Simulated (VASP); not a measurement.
Input:

```
CELL_PARAMETERS angstrom
     -1.88889     1.88889     1.88889
      1.88889    -1.88889     1.88889
      1.88889     1.88889    -1.88889
ATOMIC_POSITIONS crystal
  Hg 0.00000 0.00000 0.00000
```

Computed with r2SCAN meta-GGA, VASP's PBE PAW potentials (set 64) (plane waves; VASP). Numerical set-up: 400 eV cut-off, 15×15×15 Γ-centred mesh, tetrahedra with Blöchl corrections, potentials Hg.

Unless said otherwise, spin-orbit coupling is left out, though it shifts the bands of the heavy elements here.

Problem. Tabulate the total density of states (states/eV per cell) against energy (eV; zero at the valence-band maximum or, without a gap, the Fermi level).

Solution. 
| E (eV) | DOS (states/eV) |
|---|---|
| -9.99 | 0.00 |
| -9.78 | 0.00 |
| -9.58 | 0.00 |
| -9.28 | 0.00 |
| -9.07 | 0.00 |
| -8.87 | 0.00 |
| -8.66 | 0.00 |
| -8.36 | 0.00 |
| -8.16 | 0.05 |
| -7.95 | 0.11 |
| -7.75 | 0.95 |
| -7.44 | 8.70 |
| -7.24 | 7.51 |
| -7.04 | 2.32 |
| -6.83 | 5.31 |
| -6.53 | 12.2 |
| -6.33 | 4.12 |
| -6.12 | 3.57 |
| -5.92 | 0.21 |
| -5.61 | 0.21 |
| -5.41 | 0.22 |
| -5.21 | 0.23 |
| -5.00 | 0.23 |
| -4.80 | 0.24 |
| -4.50 | 0.25 |
| -4.29 | 0.26 |
| -4.09 | 0.27 |
| -3.88 | 0.28 |
| -3.58 | 0.29 |
| -3.38 | 0.31 |
| -3.17 | 0.32 |
| -2.97 | 0.33 |
| -2.66 | 0.37 |
| -2.46 | 0.40 |
| -2.26 | 0.45 |
| -2.05 | 0.54 |
| -1.75 | 0.62 |
| -1.54 | 0.55 |
| -1.34 | 0.51 |
| -1.14 | 0.21 |
| -0.94 | 0.18 |
| -0.63 | 0.11 |
| -0.43 | 0.12 |
| -0.22 | 0.15 |
| -0.02 | 0.16 |
| 0.29 | 0.21 |
| 0.49 | 0.24 |
| 0.69 | 0.26 |
| 0.90 | 0.29 |
| 1.20 | 0.37 |
| 1.41 | 0.46 |
| 1.61 | 0.53 |
| 1.81 | 0.55 |
| 2.12 | 0.47 |
| 2.32 | 0.40 |
| 2.52 | 0.38 |
| 2.73 | 0.38 |
| 3.03 | 0.37 |
| 3.24 | 0.41 |
| 3.44 | 0.42 |
Within 2 eV below the Fermi level the largest weight inside VASP's projection spheres is Hg s.

The structure was generated: Hg was put into the bcc type (Im-3m), which need not be its known phase. It was relaxed first, which changed the volume by +15 %.
